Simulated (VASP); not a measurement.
Method: PBE GGA, VASP's PBE PAW potentials (set 64) (plane waves; VASP).

A VASP calculation is set up with these files.

**KPOINTS**
```
Regular mesh
0
gamma
 14 14 14
0 0 0
```

POSCAR:
```
Co
1
    2.3170220000     0.0000000000     0.0000000000
    0.0000000000     2.3170220000     0.0000000000
    0.0000000000     0.0000000000     2.3170220000
Co
1
Direct
  0.0000000000   0.0000000000   0.0000000000
```

**INCAR**
```
# general
SYSTEM  = Co
PREC    = Accurate
ENCUT   = 400
LREAL   = .FALSE.
LASPH   = .TRUE.

# electronic loop
EDIFF   = 1E-6
NELM    = 100
ALGO    = Normal
IMIX    = 4
AMIX    = 0.6
BMIX    = 0.0001
LMAXMIX = 4

# smearing
ISMEAR  = 1
SIGMA   = 0.1

# functional
GGA     = PE

# spin
ISPIN   = 2
MAGMOM  = 3.0

# ions
ISIF    = 2

# output
LWAVE   = .FALSE.
LCHARG  = .FALSE.
LORBIT  = 10
```

POTCAR, in this order: Co (PBE.64 set). Program: vasp_std.

What will the output report for the number of irreducible k-points (NKPTS), number of bands (NBANDS), largest plane-wave count, number of space-group operations, FFT grid (NGX, NGY, NGZ)?

```
Quantity                                       Value
--------------------------------------  ------------
number of irreducible k-points (NKPTS)           120
number of bands (NBANDS)                          10
largest plane-wave count                         251
number of space-group operations                  48
FFT grid (NGX, NGY, NGZ)                16 × 16 × 16
```

The structure was generated: Co was put into the simple-cubic type (Pm-3m), which need not be its known phase. The cell was not relaxed at this level. The run is one of a series of settings (AMIX = 0.6, BMIX = 0.0001, IMIX = 4 against the base run), some of them coarse on purpose.
